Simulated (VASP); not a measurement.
Computed with PBE GGA with D3 dispersion (zero damping), VASP's PBE PAW potentials (set 64) (plane waves; VASP).

VASP input:

### INCAR
```
GGA = PE   # PBE
LWAVE = .FALSE.
LASPH = .TRUE.   # aspherical one-centre terms
PREC = Accurate
ISMEAR = 0   # Gaussian
ALGO = Normal   # blocked Davidson
ISIF = 4
EDIFFG = -0.01
LCHARG = .FALSE.
EDIFF = 1E-7   # SCF stop (eV)
LMAXMIX = 4
NELM = 100   # most electronic steps
SIGMA = 0.05   # width (eV)
IBRION = 2   # conjugate gradients
IVDW = 11
SYSTEM = ZnF2
ENCUT = 520
NSW = 30
LREAL = .FALSE.
```

KPOINTS:
```
Automatic mesh
0
Gamma
5 5 7
0 0 0
```

File POSCAR:
```
ZnF2
1.0
  4.7538996078   0.0000000000   0.0000000000
  0.0000000000   4.7538996078   0.0000000000
  0.0000000000   0.0000000000   3.1937489425
Zn F
2 4
Cart
  0.0000000000   0.0000000000   0.0000000000
  2.3769498039   2.3769498039   1.5968744713
  1.4434093787   1.4434093787   0.0000000000
  3.8203591826   0.9335404252   1.5968744713
  0.9335404252   3.8203591826   1.5968744713
  3.3104902291   3.3104902291   0.0000000000
```

POTCAR, in this order: Zn F (PBE.64 set). Program: vasp_std.

Problem. Predict the energy per atom (σ→0), dispersion energy, band gap (on the k-mesh).

Solution. 
```yaml
energy per atom (σ→0): -4.005 eV/atom
dispersion_energy: -0.794 eV
band gap (on the k-mesh): 3.42 eV
```

### OSZICAR
```
...
DAV:  10    -0.232365003978E+02   -0.58009E-02   -0.56593E-02  1635   0.212E+00    0.255E-01
DAV:  11    -0.232357586334E+02    0.74176E-03   -0.37682E-03  2295   0.143E+00    0.887E-02
DAV:  12    -0.232358919021E+02   -0.13327E-03   -0.16182E-03  1586   0.296E-01    0.345E-02
DAV:  13    -0.232358692861E+02    0.22616E-04   -0.76876E-05  2099   0.125E-01    0.798E-03
DAV:  14    -0.232358695423E+02   -0.25616E-06   -0.86886E-06  1799   0.113E-01    0.675E-03
DAV:  15    -0.232358690366E+02    0.50574E-06   -0.74152E-06  2271   0.440E-02    0.138E-03
DAV:  16    -0.232358689986E+02    0.37970E-07   -0.36514E-07  1509   0.140E-02
   1 F= -.24029582E+02 E0= -.24029582E+02  d E =-.240296E+02
```

The compound is ZnF2 in the rutile structure. It was relaxed first.
